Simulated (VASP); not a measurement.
```
Cu3Sn
1.0
    0.00000     3.32401     3.32401
    3.32401     0.00000     3.32401
    3.32401     3.32401     0.00000
Sn Cu
1 3
Direct
  0.00000   0.00000   0.00000
  0.50000   0.50000   0.50000
  0.25000   0.25000   0.25000
  0.75000   0.75000   0.75000
```

Method: LDA (Ceperley-Alder, Perdew-Zunger), VASP's LDA PAW potentials (set 64) (plane waves; VASP). Run with 300 eV cut-off, 7×7×7 Γ-centred mesh, Fermi-Dirac smearing of 0.10 eV, potentials Sn_d Cu.

At this cut-off the stress carries a Pulay error, which pulls relaxed volumes low.

Question: Give the stress tensor in GPa (positive for a compressed cell).

Answer: 
```
-20.92    0.00    0.00
  0.00  -20.92    0.00
  0.00    0.00  -20.92
```
The pressure is its mean diagonal, -20.92 GPa.

The structure was generated: Cu3Sn was put into an ordered model structure, which need not be its known phase. The cell was not relaxed at this level. The electron count is odd and the run is not spin-polarised, which forces a metal.
